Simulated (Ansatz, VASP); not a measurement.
# Al30SiC137N30 (C(111)/AlN(11-20) interface) in two plane-wave programs

Wanted: the spread between two codes on one cell, functional and k mesh. The cell is taken from a series of runs on this material, whose earlier steps may have relaxed, scaled, displaced or heated it; both programs get it as it stands.

Calculated with Ansatz 0.2.0; plane waves, with VASP 6.6.1 beside it; PBE.

## 1. Starting point

The cell holds 198 atoms: 137 C, 1 Si, 30 Al and 30 N. Cell: a = 11.558 Å, b = 10.994 Å, c = 11.596 Å, α = 90.0°, β = 90.0°, γ = 94.3°. Diamond-structure C(111), 3 repeat layers, 23 surface cells, strained -0.00 and -0.00 %; wurtzite AlN(11-20), 3 layers, 5 cells, -2.67 and -2.95 %; outer planes 1.89 A apart and 1.89 A at the second interface of the periodic stack; (so at first; earlier steps may have moved the atoms), displaced by a Gaussian of 0.02 A. The structure's axis is c. Nearest the centre at fractional (0.768, 0.086, 0.400): Si138 at 0.62 Å, C120 at 1.55 Å, C132 at 1.59 Å, C137 at 1.78 Å, N193 at 2.31 Å, C119 at 2.42 Å, C117 at 2.48 Å, C131 at 2.49 Å.

## 2. VASP: single point, PBE

A single point takes one fixed geometry, so differences don't come from the geometry; what else differs is listed under the comparison.

Lines of VASP's logs that name or quote its potential files are left out, and so is its time.

Input file INCAR:

```
SYSTEM = Al30SiC137N30
PREC = Accurate
ENCUT = 520
EDIFF = 1E-06
NELM = 120
ISMEAR = 0
SIGMA = 0.05
LREAL = Auto
ALGO = Normal
GGA = PE
NBANDS = 534
LORBIT = 11
LWAVE = .FALSE.
LCHARG = .FALSE.
ISIF = 2
LASPH = .TRUE.
GGA_COMPAT = .FALSE.
EFERMI = MIDGAP
```

Input file POSCAR:

```
Al30SiC137N30
1.0
   11.5584000000      0.0000000000      0.0000000000
   -0.8255940000     10.9631580000      0.0000000000
    0.0000000000      0.0000000000     11.5956890000
C Si Al N
137 1 30 30
Direct
    0.8646710000      0.1790760000      0.0450770000
    0.9761970000      0.1382780000      0.9852350000
    0.9702140000      0.2682630000      0.2148760000
    0.8672610000      0.1807700000      0.1791920000
    0.9891730000      0.1407310000      0.3796080000
    0.9705770000      0.2708050000      0.3560990000
[... 35 atom lines left out ...]
    0.0164990000      0.8798020000      0.3546030000
[... 4 atom lines left out ...]
    0.6399320000      0.2787210000      0.4091960000
    0.6235850000      0.4049500000      0.3637730000
[... 21 atom lines left out ...]
    0.9981590000      0.0083290000      0.1686140000
    0.1159880000      0.9689280000      0.3957550000
    0.1030610000      0.0981270000      0.3489730000
[... 3 atom lines left out ...]
    0.7369670000      0.3562290000      0.1813330000
    0.8576170000      0.3215860000      0.3861100000
    0.8417950000      0.4510450000      0.3664370000
[... 8 atom lines left out ...]
    0.5789350000      0.7903180000      0.2206210000
[... 2 atom lines left out ...]
    0.5807250000      0.7898730000      0.3634870000
[... 2 atom lines left out ...]
    0.4484480000      0.9638020000      0.2239650000
[... 1 atom line left out ...]
    0.4634860000      0.8305180000      0.4086900000
    0.4484520000      0.9627040000      0.3694550000
[... 14 atom lines left out ...]
    0.7963420000      0.8322730000      0.2178930000
[... 1 atom line left out ...]
    0.8140850000      0.7027620000      0.4003980000
    0.7985560000      0.8344040000      0.3660670000
[... 2 atom lines left out ...]
    0.6662110000      0.0078430000      0.2241290000
    0.5649630000      0.9208710000      0.1798750000
    0.6809660000      0.8786540000      0.4028730000
    0.6611950000      0.0035520000      0.3581990000
[... 2 atom lines left out ...]
    0.5358040000      0.1818080000      0.2274110000
[... 1 atom line left out ...]
    0.5506890000      0.0523890000      0.3899480000
    0.5371670000      0.1848790000      0.3698170000
[... 2 atom lines left out ...]
    0.8827540000      0.0505180000      0.2162570000
    0.7807420000      0.9623200000      0.1789740000
    0.9023440000      0.9199980000      0.3819660000
    0.8937720000      0.0484750000      0.3676970000
    0.6491300000      0.1368610000      0.0483130000
[... 1 atom line left out ...]
    0.7518180000      0.2255930000      0.2247420000
    0.6503470000      0.1375310000      0.1826700000
    0.7532340000      0.2402830000      0.3604740000
    0.7666790000      0.1044610000      0.4505860000
    0.6817830000      0.9052330000      0.5865450000
[... 1 atom line left out ...]
    0.5603000000      0.0776700000      0.6942740000
[... 12 atom lines left out ...]
    0.9195970000      0.0907440000      0.6791330000
[... 8 atom lines left out ...]
    0.9447130000      0.3575080000      0.5699690000
    0.7195850000      0.2748350000      0.5942750000
[... 18 atom lines left out ...]
    0.8307430000      0.9415380000      0.6809280000
[... 9 atom lines left out ...]
    0.6609710000      0.0856230000      0.5684870000
    0.8650250000      0.1966590000      0.5713950000
[... 3 atom lines left out ...]
    0.9433990000      0.1557810000      0.8501320000
```

Input file KPOINTS:

```
Automatic mesh
0
Gamma
1 1 1
0 0 0
```

PAW data sets: C, Si, Al and N (PBE family, release 64).

The run is started by

```bash
export OMP_NUM_THREADS=3
mpirun -np 1 vasp_gam
```

The log of the run:

```text
[banner, memory and clock lines left out]
running    1 mpi-ranks, on    1 nodes
[...]
Offloading initialized ...    1 GPUs detected
[...]
LDA part: xc-table for (Slater+PW92), standard interpolation
 POSCAR, INCAR and KPOINTS ok, starting setup
[...]
entering main loop
       N       E                     dE             d eps       ncg     rms          rms(c)
DAV:   1     0.550562424442E+04    0.55056E+04   -0.45880E+05  1068   0.150E+03
DAV:   2    -0.119709625351E+04   -0.67027E+04   -0.63636E+04  1362   0.340E+02
DAV:   3    -0.171023489230E+04   -0.51314E+03   -0.50525E+03  1320   0.947E+01
DAV:   4    -0.172295817349E+04   -0.12723E+02   -0.12643E+02  1280   0.157E+01
[...]
DAV:  19    -0.161521453442E+04    0.84732E-06   -0.34170E-05  1256   0.911E-03    0.254E-02
DAV:  20    -0.161521453480E+04   -0.37655E-06   -0.13964E-05  1224   0.530E-03    0.100E-02
DAV:  21    -0.161521453576E+04   -0.96069E-06   -0.36553E-06  1040   0.302E-03
   1 F= -.16152145E+04 E0= -.16152128E+04  d E =-.354068E-02
```

Parts of OUTCAR (step 2):

```text
  FREE ENERGIE OF THE ION-ELECTRON SYSTEM (eV)
  ---------------------------------------------------
  free  energy   TOTEN  =     -1615.2145357569 eV

  energy  without entropy=    -1615.2109950787  energy(sigma->0) =    -1615.21276542
```

The run ends at a pressure of 0.25 GPa, with forces up to 0.062 eV/Å.

## 3. Ansatz: single point, PBE

Ansatz runs on its PAW soft_1 files.

The same cell, functional, mesh and smearing now go to Ansatz, which takes its cutoff from its data sets.

Input file input.yaml:

```yaml
crystal:
  lattice:
    - [11.5584, 0.0, 0.0]
    - [-0.8255939890649444, 10.963157766137448, 0.0]
    - [0.0, 0.0, 11.595688922948643]
  atoms:
    - { symbol: C, position: [0.8646711155267953, 0.17907631260729479, 0.04507691333032134] }
    - { symbol: C, position: [0.9761973360203089, 0.13827751219248458, 0.9852347447596616] }
    - { symbol: C, position: [0.9702138748097692, 0.2682625149029977, 0.2148761394360963] }
    - { symbol: C, position: [0.8672610303401099, 0.1807696053378645, 0.17919233852483632] }
    - { symbol: C, position: [0.9891725652214669, 0.14073091764258433, 0.37960769913088427] }
    - { symbol: C, position: [0.970576990625679, 0.2708046613734564, 0.3560986265033721] }
    - { symbol: C, position: [0.08397397780586781, 0.2262830586961814, 0.026293536610668546] }
    - { symbol: C, position: [0.20400700811533196, 0.18461251161119227, 0.9863608199313147] }
    - { symbol: C, position: [0.18600730585508635, 0.3126122488556642, 0.2132355113212154] }
    - { symbol: C, position: [0.0851546713574048, 0.22502855553434722, 0.16675756217161952] }
    - { symbol: C, position: [0.20266966049161936, 0.18469782756757208, 0.3784748077085834] }
    - { symbol: C, position: [0.18675931567453916, 0.3136422258332585, 0.3543139712918389] }
    - { symbol: C, position: [0.952877242846228, 0.3968361063029433, 0.04226444902717242] }
    - { symbol: C, position: [0.06947843180946467, 0.35772697353086336, -0.008819314099586249] }
    - { symbol: C, position: [0.05729233165518804, 0.48677556286550067, 0.22019858641468482] }
    - { symbol: C, position: [0.955068447522576, 0.39937801532134676, 0.17661708867449313] }
    - { symbol: C, position: [0.0702386962661757, 0.35739754860436995, 0.401317225140888] }
    - { symbol: C, position: [0.05753415872276772, 0.4874095138219863, 0.3571537973826647] }
    - { symbol: C, position: [0.3033368770087198, 0.2697172565426342, 0.04037511081873628] }
    - { symbol: C, position: [0.41908725376025535, 0.22214242568190107, 1.0021689561981888] }
    - { symbol: C, position: [0.4042331805516988, 0.3565202392552068, 0.22347585019824204] }
    - { symbol: C, position: [0.30277573864419116, 0.2691639389120534, 0.1757829569649174] }
    - { symbol: C, position: [0.4187540951096437, 0.22732078316086857, 0.4064610641240154] }
    - { symbol: C, position: [0.4038830733357771, 0.35744108406060976, 0.36185505454932854] }
    - { symbol: C, position: [0.1717287793014462, 0.44368284757892795, 0.0339275496871314] }
    - { symbol: C, position: [0.28760777359943707, 0.4003015539292642, -0.006259962215773854] }
    - { symbol: C, position: [0.2743412316518655, 0.5301893583198416, 0.21944510706268686] }
    - { symbol: C, position: [0.17207322981207096, 0.44404023552383387, 0.17269073681438102] }
    - { symbol: C, position: [0.28669028203793356, 0.39927807699972545, 0.3998110124612206] }
    - { symbol: C, position: [0.2760489901959999, 0.5281260534735835, 0.3555328748895013] }
    - { symbol: C, position: [0.03878315156466683, 0.6150027064138863, 0.03736315121137989] }
    - { symbol: C, position: [0.1562561261489047, 0.5763897320528601, 0.9916423565625969] }
    - { symbol: C, position: [0.1429757199795437, 0.7028515075430558, 0.2175469491051244] }
    - { symbol: C, position: [0.041095250328118345, 0.615355819613273, 0.17268708718373038] }
    - { symbol: C, position: [0.16140487621944094, 0.5728284815423237, 0.40344304416904975] }
    - { symbol: C, position: [0.14426334037988, 0.7037088971232297, 0.35554101675005306] }
    - { symbol: C, position: [0.9085503725214975, 0.7869305153622336, 0.02383071639950586] }
    - { symbol: C, position: [0.023357404038394904, 0.7426139389418409, -0.010208802626889876] }
    - { symbol: C, position: [0.013411131352849248, 0.877837193402191, 0.21106719325172346] }
    - { symbol: C, position: [0.9103647053565436, 0.7894580913749012, 0.1771930456081722] }
    - { symbol: C, position: [0.027049425297223487, 0.7505149671440885, 0.396498632907154] }
    - { symbol: C, position: [0.016499301514390555, 0.8798017343332976, 0.35460338784920975] }
    - { symbol: C, position: [0.5190115863786378, 0.3070053233747852, 0.04836788973940282] }
    - { symbol: C, position: [0.6345558740076157, 0.2647748017424573, 0.003252960145124539] }
    - { symbol: C, position: [0.6220639619943877, 0.3994493094697427, 0.22243539404547355] }
    - { symbol: C, position: [0.5200877612975177, 0.3113619393555794, 0.1828421638410072] }
    - { symbol: C, position: [0.6399320529011703, 0.2787211260811914, 0.4091963240725648] }
    - { symbol: C, position: [0.6235852627042401, 0.4049504083063831, 0.3637725022909396] }
    - { symbol: C, position: [0.3880667457174211, 0.4854117068006033, 0.038819155755987406] }
    - { symbol: C, position: [0.5020986359334628, 0.43394519653516544, -0.0009226205887003208] }
    - { symbol: C, position: [0.49134278999673103, 0.5734759907730048, 0.21354586895339578] }
[... 45 lines left out ...]
    - { symbol: C, position: [0.4484521379654271, 0.9627041487010389, 0.36945526378185684] }
    - { symbol: C, position: [0.21576706612526703, 0.05039621548810251, 0.03125177508434481] }
    - { symbol: C, position: [0.3334508816601529, 0.008240875371805829, 0.007904794004313508] }
    - { symbol: C, position: [0.31724931519126154, 0.13832734143855782, 0.218889885426546] }
    - { symbol: C, position: [0.2161295357493411, 0.05132906115490305, 0.17231010079526426] }
    - { symbol: C, position: [0.330894917378955, 0.007102382884394933, 0.4047411722488768] }
    - { symbol: C, position: [0.31860462103072223, 0.14013606705289502, 0.3567556946841759] }
    - { symbol: C, position: [0.8205650563892896, 0.569864364112632, 0.03519821891196084] }
    - { symbol: C, position: [0.9339881828772377, 0.523212543003219, -0.007353855248632934] }
    - { symbol: C, position: [0.9262940420106692, 0.6603446402905402, 0.21661713396552773] }
    - { symbol: C, position: [0.8243526009891065, 0.5724812142328161, 0.1791205236578659] }
    - { symbol: C, position: [0.944235542040519, 0.5362556254277754, 0.39846152330394646] }
    - { symbol: C, position: [0.9272173303557528, 0.662619182300285, 0.3511009367648955] }
    - { symbol: C, position: [0.6920601756096377, 0.7406232420990171, 0.04043666908034916] }
    - { symbol: C, position: [0.807481480647435, 0.6994634995694925, 1.0103139039941404] }
    - { symbol: C, position: [0.7963419515785044, 0.8322734312249236, 0.21789306907192396] }
    - { symbol: C, position: [0.6939241890258617, 0.7457776792075107, 0.1794242121721965] }
    - { symbol: C, position: [0.8140850967856241, 0.702761558439894, 0.40039828972839714] }
    - { symbol: C, position: [0.7985561974618796, 0.8344038901214231, 0.36606742029043093] }
    - { symbol: C, position: [0.5635597121589137, 0.9193546492272926, 0.04335713834837516] }
    - { symbol: C, position: [0.678771171001564, 0.8693797458921451, -0.002666729018133991] }
    - { symbol: C, position: [0.6662109056466681, 0.007843299470264254, 0.22412915695259183] }
    - { symbol: C, position: [0.5649633533888345, 0.920870648584417, 0.17987521691733846] }
    - { symbol: C, position: [0.6809657213025102, 0.8786541505765293, 0.4028732915645499] }
    - { symbol: C, position: [0.6611947728768592, 1.0035518740269855, 0.35819924252173624] }
    - { symbol: C, position: [0.43318594915578723, 0.09399517973473256, 0.0483481493192176] }
    - { symbol: C, position: [0.5492202199199294, 0.05168608252609833, 0.0002831431419934588] }
    - { symbol: C, position: [0.5358039335150137, 0.18180757345589446, 0.2274107980221001] }
    - { symbol: C, position: [0.4347924414122051, 0.09443194158435275, 0.18367771061581822] }
    - { symbol: C, position: [0.5506891946359348, 0.05238948346506559, 0.3899481541855189] }
    - { symbol: C, position: [0.5371673664035217, 0.18487858773539295, 0.36981664852537877] }
    - { symbol: C, position: [0.7797098586121503, 0.9606141353942582, 0.04259688454605598] }
    - { symbol: C, position: [0.8933010893490055, 0.919209461019749, 0.9912137094190049] }
    - { symbol: C, position: [0.8827538083335071, 0.05051758304301361, 0.21625667452963634] }
    - { symbol: C, position: [0.7807420828296934, 0.96231994961585, 0.17897354130459103] }
    - { symbol: C, position: [0.9023435247827789, 0.9199983733709938, 0.38196569221456783] }
    - { symbol: C, position: [0.8937717271918993, 0.048475120298181476, 0.3676969962854001] }
    - { symbol: C, position: [0.6491297362452491, 0.13686083364236643, 0.04831334677808776] }
    - { symbol: C, position: [0.7617970719156245, 0.09055333499051005, 1.0042090785683258] }
    - { symbol: C, position: [0.751818260108101, 0.22559283891731194, 0.22474235840484885] }
    - { symbol: C, position: [0.6503466043393535, 0.1375306472726899, 0.18266964033025523] }
    - { symbol: Si, position: [0.7666791642285139, 0.10446050491457294, 0.45058584623438214] }
    - { symbol: C, position: [0.7532335271115703, 0.24028258251489776, 0.36047410292135024] }
    - { symbol: Al, position: [0.6817825707877407, 0.9052327335739233, 0.5865451093645764] }
    - { symbol: "N", position: [0.4283651596892817, 0.5909022903625959, 0.5200617446818435] }
    - { symbol: Al, position: [0.4891088685676626, 0.7540624072308743, 0.5750979788228049] }
    - { symbol: "N", position: [0.6472307296638699, 0.7311700289523958, 0.6022771141705556] }
    - { symbol: Al, position: [0.5603000455563409, 0.07767018121837267, 0.6942742629376161] }
    - { symbol: "N", position: [0.3249752294266232, 0.7403938460680531, 0.6542967109266025] }
    - { symbol: Al, position: [0.3593204038969682, 0.910665230616982, 0.6485183416324908] }
    - { symbol: "N", position: [0.5214808749903785, 0.9086468346195357, 0.6737952875232495] }
    - { symbol: Al, position: [0.8160536160959262, 0.9547296765927411, 0.8417862979647617] }
    - { symbol: "N", position: [0.3876089704617436, 0.6387523223473691, 0.8639113548011773] }
    - { symbol: Al, position: [0.520557692424676, 0.883373361041553, 0.8359210361447768] }
    - { symbol: "N", position: [0.6811606009315146, 0.8569575693937345, 0.8661838988339347] }
    - { symbol: Al, position: [0.6602429404254576, 0.5538742738712061, 0.5817920805972437] }
    - { symbol: "N", position: [0.2092690164957688, 0.21305763401659505, 0.5812047379163588] }
    - { symbol: Al, position: [0.1926789657586621, 0.38186889102835564, 0.5557485668923409] }
    - { symbol: "N", position: [0.5093441069493276, 0.4895534610207183, 0.520697313970688] }
    - { symbol: Al, position: [0.311505588176734, 0.5722160007278734, 0.6250545941082718] }
    - { symbol: "N", position: [0.04590907681099494, 0.34544296696971927, 0.7046541796238683] }
    - { symbol: Al, position: [0.1546449684306272, 0.4511271804373586, 0.7900272031184604] }
    - { symbol: "N", position: [0.28257906160536306, 0.42728502559052534, 0.7004824696440964] }
    - { symbol: Al, position: [0.5326167162426177, 0.580039800452745, 0.8412881189931496] }
    - { symbol: "N", position: [0.2281885377127462, 0.19509209194943372, 0.856515004640595] }
    - { symbol: Al, position: [0.3441902663069061, 0.35075372339806155, 0.831993093222828] }
    - { symbol: "N", position: [0.4958531883929001, 0.41571859021130164, 0.8719260704834155] }
    - { symbol: Al, position: [0.3704675962740305, 0.19350665138294326, 0.5731533914287452] }
    - { symbol: "N", position: [0.017093479204073704, 0.7547465307175868, 0.5219492304918749] }
    - { symbol: Al, position: [0.16207913004418414, 0.04562313077699811, 0.5511679267467234] }
    - { symbol: "N", position: [0.32247921320264245, 0.015870702708357692, 0.5323351071266724] }
    - { symbol: Al, position: [0.13044162457747038, 0.19826925078894772, 0.7274728823696516] }
    - { symbol: "N", position: [0.8307434050276592, 0.9415383522105815, 0.6809284280903543] }
    - { symbol: Al, position: [0.9195970490509155, 0.09074430298083892, 0.6791328776523574] }
    - { symbol: "N", position: [0.06812444952795463, 0.03391813655126794, 0.6829154259518423] }
    - { symbol: Al, position: [0.37012378332471557, 0.10137918698416916, 0.8418561330718882] }
    - { symbol: "N", position: [0.10965146659842105, 0.7920571648294525, 0.733139148136693] }
    - { symbol: Al, position: [0.14419894010261072, -0.05514607228098318, 0.8066997836375335] }
    - { symbol: "N", position: [0.3025109434405712, 0.9555526402633836, 0.7848689095143546] }
    - { symbol: Al, position: [0.16908963757379838, 0.7373639319198457, 0.578745679302647] }
    - { symbol: "N", position: [0.8165875945758002, 0.4562435501910164, 0.6174870250720101] }
    - { symbol: Al, position: [0.8972812909006436, 0.6215733301460312, 0.5584070378006596] }
    - { symbol: "N", position: [0.16992328647382557, 0.5645715420833297, 0.534723353987081] }
    - { symbol: Al, position: [0.9689426579473558, 0.8415271802929241, 0.6545994395309568] }
    - { symbol: "N", position: [0.658342132611934, 0.5661146972145525, 0.7505278393098985] }
    - { symbol: Al, position: [0.7314805030320474, 0.7233133862083935, 0.7476735122788031] }
    - { symbol: "N", position: [0.8859757209885762, 0.7002976350122347, 0.7125251480585629] }
    - { symbol: Al, position: [0.26440453173960554, 0.7352875772402032, 0.8174091336251055] }
    - { symbol: "N", position: [0.9218211295567026, 0.507193443321896, 0.8638103758211079] }
    - { symbol: Al, position: [1.0090011457017063, 0.6707722794652583, 0.8200204247761286] }
    - { symbol: "N", position: [0.15194929668884047, 0.5949595693755078, 0.8632322766344341] }
    - { symbol: Al, position: [0.9447129470617844, 0.35750770354446165, 0.5699691336226715] }
    - { symbol: "N", position: [0.6609712498447035, 0.08562316177227271, 0.5684874490210848] }
    - { symbol: Al, position: [0.7195853108146046, 0.27483523013782285, 0.594275420707476] }
    - { symbol: "N", position: [0.8650251563342769, 0.1966594996233082, 0.5713954506107218] }
    - { symbol: Al, position: [0.7741083549987484, 0.46557371122945224, 0.7815291173075386] }
    - { symbol: "N", position: [0.4512708600038512, 0.19687929038444357, 0.7133804173716274] }
    - { symbol: Al, position: [0.5599028432213771, 0.26799223098989167, 0.8376181442354707] }
    - { symbol: "N", position: [0.7042778997178097, 0.2876617618058982, 0.7564625933261003] }
    - { symbol: Al, position: [0.9660744580433789, 0.33991776478226615, 0.8480964242706319] }
    - { symbol: "N", position: [0.5381832068014281, 0.05898535918764395, 0.8712133149393827] }
    - { symbol: Al, position: [0.7747025103658235, 0.20546397243362635, 0.8712311933476953] }
    - { symbol: "N", position: [0.9433987638753435, 0.15578120335810255, 0.85013170610559] }
kpoints:
  mp_grid:
    grid: [1, 1, 1]
hamiltonian:
  xc: pbe
  pseudopotentials:
    kind: paw
    xc_functional: pbe
    azcp:
      folder: "./paw"
scf:
  occupations:
    method: gaussian
    width: 0.05
output:
  populations: intrinsic
  forces: true
  eigenvalues: true
```

The run is started by

```bash
python local_change.py
```

[end of part 1 of 2]

[Lines on the potential files, build, host, timing and source positions are cut from VASP's logs without a mark.]

[Logs are printed without paths, hosts, clocks, repeated set-up lines and the standing remarks that a program may print on its own settings, such as how far it seeks lower states.]

[Hosts, paths, dates, database ids (printed as entryN), source tags and the programs' standing remarks are cut or masked in the printed files.]
